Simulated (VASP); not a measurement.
# A VASP study of Ag (Silver) (LDA): structure first, properties next, part 4 of 4

How well does LDA reproduce what experiment finds for Ag (Silver)? The cell is relaxed first, and properties follow on it. Left out of this account: 1 further run (phonons: it ended without a result to show). The start is a cell from a database of measured crystal structures.

VASP 6.6.1; LDA; plane waves and PAW (Ag).

Still holding for the runs below: This run has no spin polarisation. Its electron count is odd, so without a moment it is a metal by construction. The k-mesh is coarse for a metal.

So far. Step 6 (Total and projected DOS (LDA)): The finer mesh and the other smearing move the Fermi level by +0.12 eV from the 10×10×10 run, one measure of the sampling error in the zero of the bands above. Of the states within 0.3 eV of the Fermi level, the largest shares in the PAW spheres are Ag d 30 % and Ag s 14 %. The rest lies in smaller channels or between the spheres.

**9. Total energy, forces and stress (LDA), changed input**

A single point gives energy, forces and stress at these settings. Some settings are moved from the usual, to see what they do.

INCAR reads:

```
SYSTEM = Ag
PREC = Accurate
ENCUT = 400
EDIFF = 1E-06
NELM = 100
ISMEAR = 2
SIGMA = 0.02
LREAL = .FALSE.
ALGO = Normal
GGA = CA
NBANDS = 11
LORBIT = 11
LWAVE = .FALSE.
LCHARG = .FALSE.
KPAR = 2
ISIF = 2
LASPH = .FALSE.
ISYM = 1
```

POSCAR reads:

```
Ag
1.0
    0.0000000000      2.0009944308      2.0009944308
    2.0009944308      0.0000000000      2.0009944308
    2.0009944308      2.0009944308      0.0000000000
Ag
1
Direct
    0.0000000000      0.0000000000      0.0000000000
```

KPOINTS reads:

```
Automatic mesh
0
Gamma
10 10 10
0 0 0
```

Potentials, in the order of the species: Ag (LDA family, release 64).

Started as:

```bash
$ mpirun -np 2 vasp_std
```

Output:

```text
[... set-up lines as in an earlier step ...]
 entering main loop
       N       E                     dE             d eps       ncg     rms          rms(c)
DAV:   1     0.357050243405E+02    0.35705E+02   -0.48572E+03  1106   0.732E+02
DAV:   2    -0.363912989056E+01   -0.39344E+02   -0.36531E+02  1154   0.167E+02
DAV:   3    -0.409247686860E+01   -0.45335E+00   -0.45328E+00  1169   0.193E+01
DAV:   4    -0.409369429127E+01   -0.12174E-02   -0.12174E-02  1145   0.105E+00
DAV:   5    -0.409370322031E+01   -0.89290E-05   -0.89300E-05  1163   0.803E-02    0.651E+00
DAV:   6    -0.378380464267E+01    0.30990E+00   -0.12648E+00  1088   0.106E+01    0.396E+00
DAV:   7    -0.377008754332E+01    0.13717E-01   -0.12959E-02  1160   0.103E+00    0.215E+00
DAV:   8    -0.376501176223E+01    0.50758E-02   -0.97740E-04  1136   0.279E-01    0.953E-02
DAV:   9    -0.376502541347E+01   -0.13651E-04   -0.70386E-06  1139   0.199E-02    0.166E-02
DAV:  10    -0.376502447405E+01    0.93942E-06   -0.20641E-06  1168   0.114E-02
   1 F= -.37650245E+01 E0= -.37650040E+01  d E =-.818030E-04
```

It took 1.6 s on 2 MPI ranks of Intel Xeon 6975P-C (Granite Rapids), shared host; peak memory 0.2 GiB.

Parts of OUTCAR (step 9):

```text
   NELECT =      11.0000    total number of electrons

 E-fermi :   9.0778

 k-point     1 :       0.0000    0.0000    0.0000
  band No.  band energies     occupation
    ...
      2       4.0437      2.00000
      3       4.0437      2.00000
      4       4.0437      2.00000
      5       5.2205      2.00000
      6       5.2205      2.00000
      7      25.1866      0.00000
      8      29.0648      0.00000
      9      29.0648      0.00000
     10      29.0648      0.00000
     11      34.2424      0.00000

  Total       -0.0103703     -0.0103703     -0.0103703      0.0000000      0.0000000      0.0000000
  in kB       -1.0368915     -1.0368915     -1.0368915      0.0000000      0.0000000      0.0000000
  external PRESSURE =      -1.0368915 kB  Pullay stress =       0.0000000 kB

 POSITION                                       TOTAL-FORCE (eV/Angst)
 -----------------------------------------------------------------------------------
      0.00000      0.00000      0.00000         0.000000     -0.000000     -0.000000
 -----------------------------------------------------------------------------------
    total drift:                                0.000000      0.000000      0.000000

  FREE ENERGIE OF THE ION-ELECTRON SYSTEM (eV)
  ---------------------------------------------------
  free  energy   TOTEN  =        -3.7650244741 eV

  energy  without entropy=       -3.7649426711  energy(sigma->0) =       -3.76500402

[... 8 parts as in an earlier step ...]

[... 9 further parts left out ...]
```

LASPH = .FALSE. is the default, so this changes nothing.

Numbers from this step:

```
SCF cycles           : 10
bands                : 11
irreducible k-points : 47
free energy (TOTEN)  : -3.765 eV
Fermi energy         : 9.078 eV
pressure             : -0.1037 GPa
```

Against the sound run “Density, ELF and potential (LDA)”, the energy at zero smearing moves by +0.4 meV an atom, the pressure by -0.10 GPa and the Fermi level by +0.08 eV.

**10. Relaxing the atoms (LDA), changed input**

This run is made with a changed input; what comes of it follows.

INCAR reads:

```
SYSTEM = Ag
PREC = Normal
ENCUT = 180
EDIFF = 1E-06
NELM = 79
ISMEAR = 1
SIGMA = 0.2
LREAL = .FALSE.
ALGO = Normal
GGA = CA
NBANDS = 11
LORBIT = 11
LWAVE = .FALSE.
LCHARG = .FALSE.
KPAR = 2
IBRION = 2
NSW = 30
ISIF = 2
EDIFFG = -0.01
```

POSCAR is that of step 9.

KPOINTS is that of step 9.

Started as:

```bash
$ mpirun -np 2 vasp_std
```

Output:

```text
[... set-up lines as in an earlier step ...]
 entering main loop
       N       E                     dE             d eps       ncg     rms          rms(c)
DAV:   1     0.116608372433E+02    0.11661E+02   -0.30183E+03  1358   0.362E+02
DAV:   2    -0.407435511123E+01   -0.15735E+02   -0.15207E+02  1169   0.932E+01
DAV:   3    -0.415545668774E+01   -0.81102E-01   -0.81096E-01  1157   0.644E+00
DAV:   4    -0.415552339066E+01   -0.66703E-04   -0.66702E-04  1118   0.198E-01
DAV:   5    -0.415552356411E+01   -0.17344E-06   -0.17349E-06  1098   0.908E-03    0.911E+00
DAV:   6    -0.344336213276E+01    0.71216E+00   -0.26812E+00  1100   0.137E+01    0.243E+00
DAV:   7    -0.342715194579E+01    0.16210E-01   -0.51754E-02  1163   0.191E+00    0.104E+00
DAV:   8    -0.342477888223E+01    0.23731E-02   -0.12525E-03  1081   0.214E-01    0.160E-01
DAV:   9    -0.342471847316E+01    0.60409E-04   -0.19491E-04  1163   0.113E-01    0.161E-02
DAV:  10    -0.342471930484E+01   -0.83168E-06   -0.12676E-06   787   0.981E-03
   1 F= -.34247193E+01 E0= -.34250464E+01  d E =-.342472E+01
 curvature:   0.00 expect dE= 0.000E+00 dE for cont linesearch  0.000E+00
 trial: gam= 0.00000 g(F)=  0.293E-64 g(S)=  0.000E+00 ort = 0.000E+00 (trialstep = 0.100E+01)
 search vector abs. value=  0.100E-09
 reached required accuracy - stopping structural energy minimisation
```

The job ended after 1 s (2 MPI ranks; peak memory 0.17 GiB).

From OUTCAR (step 10):

```text
   ENCUT  =  180.0 eV  13.23 Ry    3.64 a.u.   3.10  3.10  3.10*2*pi/ulx,y,z

   NELECT =      11.0000    total number of electrons

 E-fermi :   8.9065

 k-point     1 :       0.0000    0.0000    0.0000
  band No.  band energies     occupation
    ...
      2       3.7724      2.00000
      3       3.7727      2.00000
      4       3.7727      2.00000
      5       5.0684      2.00000
      6       5.0684      2.00000
      7      25.3571      0.00000
      8      29.2004      0.00000
      9      29.2004      0.00000
     10      29.2004      0.00000
     11      34.3060      0.00000

  Total      -13.0195682    -13.0195682    -13.0195682      0.0000000      0.0000000      0.0000000
  in kB    -1301.7857952  -1301.7857952  -1301.7857952      0.0000000      0.0000000      0.0000000
  external PRESSURE =   -1301.7857952 kB  Pullay stress =       0.0000000 kB

 POSITION                                       TOTAL-FORCE (eV/Angst)
 -----------------------------------------------------------------------------------
      0.00000      0.00000      0.00000         0.000000     -0.000000      0.000000
 -----------------------------------------------------------------------------------
    total drift:                                0.000000      0.000000      0.000000

  FREE ENERGIE OF THE ION-ELECTRON SYSTEM (eV)
  ---------------------------------------------------
  free  energy   TOTEN  =        -3.4247193048 eV

  energy  without entropy=       -3.4257005054  energy(sigma->0) =       -3.42504637

[... 6 parts as in an earlier step ...]

[... 11 further parts left out ...]
```

Convergence was reached, but on settings outside the sound range, so the numbers are no properties of the crystal.

Against the sound run on this cell (core-level energies (LDA)) the energy at zero smearing moves by +340.3 meV an atom and the pressure by -130.18 GPa.

The fault in the input: cutoff too low (ENCUT = 180 and PREC = "Normal"). Raise ENCUT.

**11. Outcome**

```yaml
relaxed_volume: 16.02 Å³/atom
relaxed_conventional_cell_a_b_c: 4.002, 4.002, 4.002 Å
space_group_after_relaxing_within_0p02_a: Fm-3m (No. 225)
band_gap: none, a metal
dos_at_the_fermi_level: 0.257 states/eV/cell
shallowest_level_of_the_frozen_cores: Ag1 4p, 55.3 eV deep
```

**Reading.** With LDA, Ag (Silver) relaxes to 16.02 Å³/atom in space group Fm-3m (held by the symmetry of the run) and comes out as a metal. Against the listed cell the volume lies -6.0 %. Band structure (LDA): Of the bands kept, 1 crosses the Fermi level on this path. Spin-orbit coupling is left out; it would split some degenerate bands. The k-sampling is coarse for a metal, so the Fermi level, pressures and the shape of the cell carry errors. No search among competing phases was made. All values are for a static lattice at zero temperature.

Computed beside measured:

| quantity | measured | LDA |
| --- | --- | --- |
| lattice constant a (Å) | 4.085 | 4.002 (-2.0 %) |

Measured values from pmc:7083871 (2020).

How well it matches: The lattice constant a is off by -2.0 %: a clear miss. The grades are ours: good and fair within 0.7 and 1.5 % for the lattice constant a. For lattice constants the calculation has a static lattice, without zero-point motion or thermal expansion.

[Lines on the potential files, build, host, timing and source positions are cut from VASP's logs without a mark.]

[Logs are printed without paths, hosts, clocks, repeated set-up lines and the standing remarks that a program may print on its own settings, such as how far it seeks lower states.]

[Hosts, paths, dates, database ids (printed as entryN), source tags and the programs' standing remarks are cut or masked in the printed files.]

[A measured line is paired with the nearest computed mode of its activity, which favours agreement.]
